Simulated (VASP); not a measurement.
Set up this calculation in VASP 6.6.1, as the native input.

```yaml
Task: single point
Functional: r2SCAN
Potentials_or_basis: VASP PAW PBE potentials, release 64 (Fe, P, Na_pv)
Cutoff: 520 eV
k_mesh: 5 × 5 × 3
Occupations: fermi-dirac, width 0.1472 eV
Spin: no spin polarisation
Dipole_correction: no
Further_INCAR_settings: ALGO = Normal; EDIFF = 1e-06; NBANDS = 24
```

The system is NaFe2P2.

```
Fe P Na
1.0
     1.80821    3.13191    0.00000
    -1.80821    3.13191    0.00000
     0.00000    0.00000    6.91084
Fe P Na
2 2 1
Direct
  0.33333 0.33333 0.61698
  0.66667 0.66667 0.38302
  0.33333 0.33333 0.30113
  0.66667 0.66667 0.69887
  0.00000 0.00000 0.00000
```

The cell was built by a generator and needn't be a form met in nature.

One way to write it, as run:

POSCAR

```
NaFe2P2
1.0
    1.8082087117      3.1319093593      0.0000000000
   -1.8082087117      3.1319093593      0.0000000000
    0.0000000000      0.0000000000      6.9108414192
Fe P Na
2 2 1
Direct
    0.3333333333      0.3333333333      0.6169833825
    0.6666666667      0.6666666667      0.3830166175
    0.3333333333      0.3333333333      0.3011331562
    0.6666666667      0.6666666667      0.6988668438
    0.0000000000      0.0000000000      0.0000000000
```

INCAR.step1

```
ALGO     = Normal         # electronic algorithm
EDIFF    = 1E-4           # SCF threshold, eV
ENCUT    = 520            # plane-wave cutoff, eV
GGA      = PE             # functional
ISMEAR   = -1             # smearing method
LASPH    = T              # aspherical terms in the spheres
LCHARG   = F              # write CHGCAR
LREAL    = F              # projectors in reciprocal space
LWAVE    = T              # write WAVECAR
NBANDS   = 24             # bands
NELM     = 60             # most SCF steps
PREC     = Accurate       # precision mode
SIGMA    = 0.1472         # smearing width, eV
```

INCAR.step2

```
ALGO     = Normal         # electronic algorithm
EDIFF    = 1E-6           # SCF threshold, eV
ENCUT    = 520            # plane-wave cutoff, eV
ISIF     = 2              # what is computed and relaxed
ISMEAR   = -1             # smearing method
ISTART   = 1            
LASPH    = T              # aspherical terms in the spheres
LCHARG   = F              # write CHGCAR
LMIXTAU  = T            
LREAL    = F              # projectors in reciprocal space
LWAVE    = F              # write WAVECAR
METAGGA  = R2SCAN         # meta-GGA
NBANDS   = 24             # bands
NELM     = 60             # most SCF steps
PREC     = Accurate       # precision mode
SIGMA    = 0.1472         # smearing width, eV
```

KPOINTS

```
k-points
0
Gamma
  5 5 3
```

Potentials or basis: VASP PAW PBE potentials, release 64 (Fe, P, Na_pv).

Command:

```sh
$ cat potpaw_PBE.64/Fe/POTCAR potpaw_PBE.64/P/POTCAR potpaw_PBE.64/Na_pv/POTCAR > POTCAR
$ cp INCAR.step1 INCAR
$ mpirun -np 1 vasp_std > vasp.out
$ cp INCAR.step2 INCAR
$ mpirun -np 1 vasp_std > vasp.out
```

Results of the run:

* Pressure: 0.1 GPa
* Largest force: 0.032 eV/Å
* Band gap on the k mesh: none (metal or under the smearing width)

Caveat: the k mesh is coarse (spacing up to 0.40 Å⁻¹), so the values aren't converged; the PAW data sets were made with another functional, which shifts forces and pressure a little.

Run time: 55 s on 1 thread of AMD EPYC 9R45 96-Core Processor (Zen 5) (shared host), peak memory 0.18 GiB.
